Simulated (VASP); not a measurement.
Input for VASP

**POSCAR**
```
Cr
1
    2.8800000000     0.0000000000     0.0000000000
    0.0000000000     2.8800000000     0.0000000000
    0.0000000000     0.0000000000     2.8800000000
Cr
2
Direct
  0.0000000000   0.0000000000   0.0000000000
  0.5000000000   0.5000000000   0.5000000000
```

**INCAR**
```
! general
SYSTEM  = Cr
PREC    = Accurate
ENCUT   = 300
LREAL   = .FALSE.
LASPH   = .TRUE.

! electronic loop
EDIFF   = 1E-6
NELM    = 100   ! most electronic steps
ALGO    = Normal   ! blocked Davidson
LMAXMIX = 4

! smearing
ISMEAR  = 0   ! Gaussian
SIGMA   = 0.2

! functional
GGA     = PE   ! PBE

! spin
ISPIN   = 2   ! spin-polarised
MAGMOM  = 1.5 -1.5

! ions
ISIF    = 2   ! forces and stress, cell fixed

! output
LWAVE   = .FALSE.
LCHARG  = .FALSE.
LORBIT  = 11   ! lm-projected
```

KPOINTS:
```
Automatic mesh
0
Gamma
2 2 2
0 0 0
```

POTCAR, in this order: Cr_pv (PBE.64 set). Program: vasp_std.

### Question
Translate this PBE calculation to Ansatz.

### Answer
One equivalent input (not run):
Ansatz 0.2 input:
```yaml
crystal:
  lattice:
    - [2.8800000, 0.0000000, 0.0000000]
    - [0.0000000, 2.8800000, 0.0000000]
    - [0.0000000, 0.0000000, 2.8800000]
  atoms:
    - { symbol: Cr, position: [0.0000000, 0.0000000, 0.0000000], spin: 1.5 }
    - { symbol: Cr, position: [0.5000000, 0.5000000, 0.5000000], spin: -1.5 }
kpoints:
  mp_grid: { grid: [2, 2, 2] }
hamiltonian:
  xc: pbe
  pseudopotentials: { kind: paw }
magnetization: { spin_polarized: true }
scf:
  occupations: { method: gaussian, width: 0.2 }
  max_iter: 100
output: { forces: true, stress: true, eigenvalues: true }
```
Limits of the translation: each code has its own PAW files, so the cut-off isn't converted (ENCUT is set for VASP's; basis.ecutwfc is left out, and Ansatz then takes the one that its files recommend); Ansatz stops its SCF on the density residual and VASP on the energy change (EDIFF).

The structure is a typed Cr crystal (Im-3m). The cell was not relaxed at this level. The k-mesh is coarse (spacing up to 1.09 per Å, 2π included), so the numbers may not be converged in it. The run is one of a series of settings (KPOINTS 2×2×2 Γ-centred mesh against the base run), some of them coarse on purpose.
